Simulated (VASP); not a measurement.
Relaxed, unreconstructed slabs of Tc (hcp). Level of theory: PBEsol GGA, VASP's PBE PAW potentials (set 64) (plane waves; VASP).

Slab and bulk use different k-meshes, so the surface energy is good to a few per cent at best.

Order the faces (001) [6 atoms], (100) [8 atoms] by surface energy, lowest first.

(001) [6 atoms] (2.59 J/m²), (100) [8 atoms] (2.93 J/m²)

And what are their work functions?

(001) [6 atoms] 4.75 eV, (100) [8 atoms] 4.52 eV.

Runs of the series that failed, ran out of time, didn't relax or are held back are left out, and each face is given by its thickest slab.

The cell is a thin slab with vacuum, built from Tc (hcp).
